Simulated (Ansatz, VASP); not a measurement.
# Cross-check of ZnGa37O57 (partly crystallised Ga2O3) between VASP and Ansatz, part 2 of 3

Wanted: the spread between two codes on one cell, functional and k mesh. Of the first pair: The structure shown is the start of the Ansatz relaxation below; VASP solves that cell, so the two are compared at the walk's first step.

VASP 6.6.1 and Ansatz 0.2.0.

So far: Starting point; Ansatz: relaxation, revPBE.

### 3. VASP: single point, revPBE, start cell, pair 1

Level of this step: revPBE, spin-polarised from a ferromagnetic start; plane waves and PAW (Ga_d, Zn, O) (VASP).

The same cell, functional, mesh and smearing now go to VASP, with its own data sets.

Lines of VASP's logs that name or quote its potential files are left out, and so is its time.

Contents of INCAR:

```
SYSTEM = ZnGa37O57
PREC = Accurate
ENCUT = 520
EDIFF = 1E-06
NELM = 200
ISMEAR = -1
SIGMA = 0.025
LREAL = Auto
ALGO = Normal
GGA = RE
NBANDS = 488
ISPIN = 2
MAGMOM = -0 0 -0 -0 0 -0 -0 -0 -0 0 -0 -0 -0 -0 0 -0 0 -0 -0 0 -0 0 0 0 0 0 0 -0 -0 0 -0 -0 -0 -0 0 0 -0 0 0.04 0 0 0.01 0 0.01 0.02 0.01 0.02 0.01 0.08 0.02 0.02 0.01 0 0 0 0 0 0.02 0.02 0.02 0.03 0 0.02 0 0 0 0 0.01 0.01 0 0 0 0.03 0 0.03 0.16 0 0 0.09 0 0 0.01 0.02 0 0.05 0 0 0 0 0.01 0.02 0.01 0 0 0
LORBIT = 11
LWAVE = .FALSE.
LCHARG = .FALSE.
ISIF = 2
LASPH = .TRUE.
GGA_COMPAT = .FALSE.
NCORE = 2
```

Contents of POSCAR:

```
ZnGa37O57
1.0
   10.2635000000      0.0000000000      0.0000000000
    0.0000000000     10.2635000000      0.0000000000
    0.0000000000      0.0000000000     10.2635000000
Ga Zn O
37 1 57
Direct
    0.3026063234      0.3931894578      0.8677838944
    0.5339601500      0.7870804307      0.1351780582
[... 4 atom lines left out ...]
    0.4497003946      0.3807667950      0.3831051785
[... 2 atom lines left out ...]
    0.7262727140      0.4489599065      0.6302918108
[... 1 atom line left out ...]
    0.1821113655      0.0560237736      0.7200175379
    0.1772884494      0.3076143616      0.4967506211
[... 1 atom line left out ...]
    0.3347006382      0.6023578701      0.6118965265
    0.3779022751      0.1086374044      0.4202562479
[... 3 atom lines left out ...]
    0.6749257076      0.2963608905      0.9043406245
[... 1 atom line left out ...]
    0.7760607980      0.1506893360      0.5320309836
[... 5 atom lines left out ...]
    0.5562040240      0.5955180981      0.8716714571
[... 1 atom line left out ...]
    0.6279826570      0.9198616456      0.9107029766
    0.4500803819      0.8945583865      0.6703950894
[... 1 atom line left out ...]
    0.6284503337      0.9226482194      0.4068397720
    0.4050859843      0.0967116481      0.9626540654
    0.3150679593      0.7862717397      0.8724509183
[... 2 atom lines left out ...]
    0.4829736445      0.1870706874      0.6808008964
[... 2 atom lines left out ...]
    0.5548302236      0.8033614264      0.5540897355
    0.8583913870      0.2870658158      0.9251230087
[... 1 atom line left out ...]
    0.6570955327      0.4638671019      0.9796365762
[... 1 atom line left out ...]
    0.8458128319      0.1254347932      0.6977152044
    0.5353631802      0.0312076777      0.7820431627
    0.4210551956      0.9471330443      0.3596433965
[... 2 atom lines left out ...]
    0.3414916939      0.0372874750      0.6137380036
[... 2 atom lines left out ...]
    0.4700833049      0.2177132557      0.2867930043
[... 2 atom lines left out ...]
    0.2735324207      0.4114093633      0.3282311102
[... 1 atom line left out ...]
    0.7822770010      0.0258586252      0.9588834218
[... 2 atom lines left out ...]
    0.4651629561      0.5276270278      0.5086179179
[... 1 atom line left out ...]
    0.3996492425      0.5248501973      0.7874117017
    0.6207628976      0.3113947484      0.7300725873
    0.9033857846      0.4070930969      0.6857894480
[... 1 atom line left out ...]
    0.5602377357      0.2030496419      0.0150825742
    0.2678715838      0.9691235933      0.8823403322
[... 7 atom lines left out ...]
    0.2981341648      0.7691235933      0.6878160472
[... 3 atom lines left out ...]
    0.3609100209      0.2270375603      0.8241730404
[... 1 atom line left out ...]
    0.5038826911      0.7871486335      0.8298728504
    0.1976129001      0.1697958786      0.3555512252
    0.4923174356      0.9515370000      0.0475373898
    0.1169094364      0.2161640766      0.6457543723
    0.1995225800      0.4753251815      0.5963170458
    0.3914843864      0.2659911336      0.5275101086
    0.1158863935      0.4155892239      0.8547084328
[... 1 atom line left out ...]
    0.6109027135      0.0787255809      0.5114239782
    0.6881473182      0.5949919618      0.7418619379
[... 1 atom line left out ...]
    0.7347688410      0.3308812783      0.4859745701
    0.2621912603      0.1446972280      0.0774979296
```

Contents of KPOINTS:

```
Automatic mesh
0
Gamma
1 1 1
0 0 0
```

The projector-augmented-wave data sets are Ga_d, Zn and O (PBE family, release 64).

Started as:

```console
$ mpirun -np 8 vasp_gam
```

Numbers of over 12 decimals in the logs are rounded to 6 here.

Output:

```text
[banner, memory and clock lines left out]
running    8 mpi-ranks, on    1 nodes
[...]
|                                                                             |
|               ----> ADVICE to this user running VASP <----                  |
|                                                                             |
|     You enforced a specific xc type in the INCAR file but a different       |
|     [... a line on the potential file left out ...]
|     I HOPE YOU KNOW WHAT YOU ARE DOING!                                     |
|                                                                             |

 LDA part: xc-table for (Slater+PW92), standard interpolation
 POSCAR, INCAR and KPOINTS ok, starting setup
[...]
entering main loop
       N       E                     dE             d eps       ncg     rms          rms(c)
DAV:   1     0.240066266076E+05    0.24007E+05   -0.29394E+05  2000   0.357E+03
DAV:   2     0.584598789247E+04   -0.18161E+05   -0.17183E+05  1952   0.106E+03
DAV:   4    -0.521533641550E+03   -0.84580E+03   -0.81941E+03  2288   0.158E+02
DAV:   5    -0.605320590374E+03   -0.83787E+02   -0.82883E+02  2848   0.519E+01    0.551E+01
[...]
DAV:  34    -0.518688115884E+03    0.41443E-05   -0.56937E-06  1760   0.310E-02    0.214E-02
DAV:  35    -0.518688111870E+03    0.40138E-05   -0.68052E-06  1976   0.423E-02    0.126E-02
DAV:  36    -0.518688111885E+03   -0.14901E-07   -0.83464E-06  2152   0.199E-02
   1 F= -.51868811E+03 E0= -.51867040E+03  d E =-.354255E-01  mag=    -0.9513
```

OUTCAR, selected parts (step 3):

```text
  Total        6.2787685     22.3785598     -0.9834364      6.5345679      3.8121731     -5.0117259
  in kB        9.3046190     33.1631867     -1.4573719      9.6836927      5.6493272     -7.4269660
  external PRESSURE =      13.6701446 kB  Pullay stress =       0.0000000 kB

 POSITION                                       TOTAL-FORCE (eV/Angst)
 -----------------------------------------------------------------------------------
      3.10580      4.03550      8.90650         0.215259     -0.528240     -0.176621
      5.48030      8.07820      1.38740         0.004064      0.031831      0.118065
      9.32890     10.12510      8.29370        -0.015614      0.080502     -0.027703
      9.92880      2.57490      7.88130         0.031971      0.106705     -0.030848
      8.33270      9.45150      1.18660         0.082556      0.091912      0.080471
[...]
2.02820      1.74270      3.64920        -0.137585     -0.099747     -0.122777
      5.05290      9.76610      0.48790        -0.017615     -0.107806      0.105698
      1.19990      2.21860      6.62770        -0.112025     -0.022721      0.007318
      2.04780      4.87850      6.12030        -0.038716      0.121373      0.007985
      4.01800      2.73000      5.41410        -0.658263      0.311605     -0.934175
      1.18940      4.26540      8.77230        -0.105440      0.072465      0.035087
      9.36480      8.26910      2.22400         0.005791      0.012156     -0.008811
      6.27000      0.80800      5.24900         0.279469     -0.400172     -0.430064
[...]
-----------------------------------------------------------------------------------
    total drift:                                0.028627     -0.007262     -0.023492

  FREE ENERGIE OF THE ION-ELECTRON SYSTEM (eV)
  ---------------------------------------------------
  free  energy   TOTEN  =      -518.6881118852 eV

  energy  without entropy=     -518.6526864183  energy(sigma->0) =     -518.67039915

 magnetization (x)
# of ion       s       p       d       tot
------------------------------------------
    1        0.001   0.000  -0.001  -0.000
    2        0.000   0.001  -0.000   0.001
    3        0.000   0.000  -0.000   0.000
    4        0.000   0.000  -0.000   0.000
    5        0.000   0.000  -0.000   0.001
    6        0.000   0.000   0.000   0.000
    7        0.001  -0.000  -0.002  -0.002
    8        0.000   0.000  -0.000   0.000
    9        0.000   0.000  -0.000   0.000
   10        0.001   0.001  -0.002   0.000
   11        0.000   0.000  -0.000   0.000
   12        0.001   0.001  -0.001   0.001
   13        0.000   0.000  -0.000   0.000
[...]
--------------------------------------------------
tot          0.011  -0.726  -0.114  -0.829

[... 3 further parts left out ...]
[key lines of the parts left out:]
E-fermi :   3.2643
```

The run ends at a pressure of 1.37 GPa, with forces up to 1.3 eV/Å.

### 4. Comparison

Known differences besides the potentials themselves: VASP starts from the moments at which Ansatz ended; the cutoff is 420 eV in Ansatz and 520 eV in VASP (PREC = Accurate, projectors in real space); Ansatz makes its cores anew for this functional, VASP keeps those of its PBE data sets. Total energies have different zeros and are not compared.

Forces on 10 of the 95 atoms, those with the largest forces and the largest differences (eV/Å; atoms numbered as in POSCAR):

```tsv
atom	Ansatz x, y, z	VASP x, y, z
Ga34	-0.055, 0.478, -0.472	-0.047, 0.479, -0.460
O45	0.051, -0.093, 0.000	0.091, -0.055, 0.006
O47	0.223, -1.024, 0.659	0.243, -1.038, 0.689
O51	-0.410, -0.495, -0.230	-0.422, -0.500, -0.241
O59	0.008, -0.069, 0.034	0.019, -0.016, 0.039
O63	-0.031, 0.021, -0.035	-0.002, -0.029, -0.044
O65	0.965, 0.813, 0.391	0.988, 0.830, 0.397
O81	-0.742, 0.160, 1.024	-0.779, 0.170, 1.042
O88	-0.636, 0.286, -0.935	-0.658, 0.312, -0.934
O91	0.307, -0.422, -0.450	0.279, -0.400, -0.430
```

The forces differ by 17 meV/Å r.m.s., which is 8.3 % of the r.m.s. force of 0.199 eV/Å (both taken over all components). Moments aren't recorded for both runs of this pair, so they may hold unlike magnetic states.

### 5. Ansatz: relaxation, revPBE

This run makes the geometry at which the two programs are then compared.

The structure compared here is the end of the Ansatz relaxation.

Contents of input.yaml:

```yaml
crystal:
  lattice:
    - [10.2635, 0.0, 0.0]
    - [0.0, 10.2635, 0.0]
    - [0.0, 0.0, 10.2635]
  atoms:
    - { symbol: Ga, position: [0.30261, 0.39319, 0.86778] }
    - { symbol: Ga, position: [0.53396, 0.78708, 0.13518] }
[... 4 atom lines left out ...]
    - { symbol: Ga, position: [0.4497, 0.38077, 0.38311] }
[... 2 atom lines left out ...]
    - { symbol: Ga, position: [0.72627, 0.44896, 0.63029] }
[... 1 atom line left out ...]
    - { symbol: Ga, position: [0.18211, 0.05602, 0.72002] }
    - { symbol: Ga, position: [0.17729, 0.30761, 0.49675] }
[... 1 atom line left out ...]
    - { symbol: Ga, position: [0.3347, 0.60236, 0.6119] }
    - { symbol: Zn, position: [0.48297, 0.18707, 0.6808], spin: 0.6 }
[... 3 atom lines left out ...]
    - { symbol: Ga, position: [0.31832, 0.60271, 0.11221] }
[... 1 atom line left out ...]
    - { symbol: Ga, position: [0.22854, 0.28675, 0.18991] }
[... 5 atom lines left out ...]
    - { symbol: Ga, position: [0.92433, 0.72129, 0.86074] }
[... 1 atom line left out ...]
    - { symbol: Ga, position: [0.08363, 0.79616, 0.55478] }
    - { symbol: Ga, position: [0.62798, 0.91986, 0.9107] }
[... 1 atom line left out ...]
    - { symbol: Ga, position: [0.04016, 0.05819, 0.33706] }
    - { symbol: Ga, position: [0.62845, 0.92265, 0.40684] }
    - { symbol: Ga, position: [0.40509, 0.09671, 0.96265] }
[... 2 atom lines left out ...]
    - { symbol: Ga, position: [0.61099, 0.15896, 0.1866] }
[... 2 atom lines left out ...]
    - { symbol: O, position: [0.55483, 0.80336, 0.55409] }
    - { symbol: O, position: [0.85839, 0.28707, 0.92512] }
[... 1 atom line left out ...]
    - { symbol: O, position: [0.6571, 0.46387, 0.97964] }
[... 1 atom line left out ...]
    - { symbol: O, position: [0.84581, 0.12543, 0.69772] }
    - { symbol: O, position: [0.53536, 0.03121, 0.78204], spin: 0.6 }
    - { symbol: O, position: [0.42106, 0.94713, 0.35964] }
[... 2 atom lines left out ...]
    - { symbol: O, position: [0.34149, 0.03729, 0.61374], spin: 0.6 }
[... 2 atom lines left out ...]
    - { symbol: O, position: [0.47008, 0.21771, 0.28679] }
[... 2 atom lines left out ...]
    - { symbol: O, position: [0.27353, 0.41141, 0.32823] }
[... 1 atom line left out ...]
    - { symbol: O, position: [0.78228, 0.02586, 0.95888] }
[... 2 atom lines left out ...]
    - { symbol: O, position: [0.46516, 0.52763, 0.50862] }
[... 1 atom line left out ...]
    - { symbol: O, position: [0.39965, 0.52485, 0.78741] }
    - { symbol: O, position: [0.62076, 0.31139, 0.73007], spin: 0.6 }
    - { symbol: O, position: [0.90339, 0.40709, 0.68579] }
[... 1 atom line left out ...]
    - { symbol: O, position: [0.56024, 0.20305, 0.01508] }
    - { symbol: O, position: [0.26787, 0.96912, 0.88234] }
[... 7 atom lines left out ...]
    - { symbol: O, position: [0.29813, 0.76912, 0.68782] }
[... 3 atom lines left out ...]
    - { symbol: O, position: [0.36091, 0.22704, 0.82417], spin: 0.6 }
[... 1 atom line left out ...]
    - { symbol: O, position: [0.50388, 0.78715, 0.82987] }
    - { symbol: O, position: [0.19761, 0.1698, 0.35555] }
    - { symbol: O, position: [0.49232, 0.95154, 0.04754] }
    - { symbol: O, position: [0.11691, 0.21616, 0.64575] }
    - { symbol: O, position: [0.19952, 0.47533, 0.59632] }
    - { symbol: O, position: [0.39148, 0.26599, 0.52751], spin: 0.6 }
    - { symbol: O, position: [0.11589, 0.41559, 0.85471] }
[... 1 atom line left out ...]
    - { symbol: O, position: [0.6109, 0.07873, 0.51142], spin: 0.6 }
    - { symbol: O, position: [0.68815, 0.59499, 0.74186] }
[... 1 atom line left out ...]
    - { symbol: O, position: [0.73477, 0.33088, 0.48597] }
    - { symbol: O, position: [0.26219, 0.1447, 0.0775] }
magnetization:
  spin_polarized: true
kpoints:
  mp_grid: { grid: [1, 1, 1] }
hamiltonian:
  xc: revpbe
  pseudopotentials: { kind: paw, azcp: { folder: soft_1 } }
scf:
  occupations: { method: fermi_dirac, width: 0.025 }
  lower_state_search: "off"
output:
  forces: true
  eigenvalues: true
relax:
  f_tol: 0.05
  max_steps: 90
```

Started as:

```console
$ ansatz run input.yaml --threads 4 --pin off --max-ram 8192MiB --backend cpu --events-out ev --progress --plain --runs-dir out
```

Output:

```text
[...]
Crystal: 95 atoms, lattice volume = 1081.151 Å³
Basis set: ecut = 420 eV, 21247 PW (Γ), exchange–correlation on 144×144×144 points (8 copies of the dense FFT grid, shifted against one another)
Bands: 515, of which v1, the nominal top of the filled ones, is band 418 counted from 1 (417 counted from 0)
Symmetry: 1 space group operations
[...]
k-points: 1
[...]
Starting moments: Σ|m| = 4.2 μB on 7 of 95 sites
[...]
- { symbol: O, position: [0.633660, 0.758724, 0.296093] }
    - { symbol: O, position: [0.555146, 0.804730, 0.555421] }
    - { symbol: O, position: [0.859672, 0.286795, 0.925693] }
    - { symbol: O, position: [0.559805, 0.485237, 0.276158] }
    - { symbol: O, position: [0.660100, 0.466385, 0.982890] }
    - { symbol: O, position: [0.797554, 0.852578, 0.477240] }
    - { symbol: O, position: [0.846002, 0.126021, 0.696939] }
[...]
- { symbol: O, position: [0.692941, 0.599521, 0.745452] }
    - { symbol: O, position: [0.282100, 0.424219, 0.052606] }
    - { symbol: O, position: [0.735980, 0.332408, 0.487583] }
    - { symbol: O, position: [0.262778, 0.141670, 0.079067] }
```

(Part 2 of 3 ends here.)

[Lines on the potential files, build, host, timing and source positions are cut from VASP's logs without a mark.]

[Logs are printed without paths, hosts, clocks, repeated set-up lines and the standing remarks that a program may print on its own settings, such as how far it seeks lower states.]

[Hosts, paths, dates, database ids (printed as entryN), source tags and the programs' standing remarks are cut or masked in the printed files.]
